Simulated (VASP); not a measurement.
Data:

```
CELL_PARAMETERS angstrom
      2.88933     0.00000     0.00000
      0.00000     2.88933     0.00000
      0.00000     0.00000     2.88933
ATOMIC_POSITIONS crystal
  Ga 0.50000 0.50000 0.50000
  Co 0.00000 0.00000 0.00000
```

Level of theory: revTPSS meta-GGA, VASP's PBE PAW potentials (set 64) (plane waves; VASP). Settings: 520 eV cut-off, 13×13×13 Γ-centred mesh, first-order Methfessel-Paxton smearing of 0.10 eV, potentials Ga_d Co.

Q: Predict the energy per atom (σ→0), pressure, band gap (on the k-mesh) with the smallest direct gap where there is one.

A: 
```
Property                                                     Value
------------------------  ----------------------------------------
band gap (on the k-mesh)  none (metal, semimetal or under 0.01 eV)
energy per atom (σ→0)                               -0.885 eV/atom
pressure                                                -10.45 GPa
```

The compound is CoGa in the CsCl type structure. This cell is one point of a volume scan, at 1.06 of the reference volume. The run is not spin-polarised, so no magnetic state was tried.
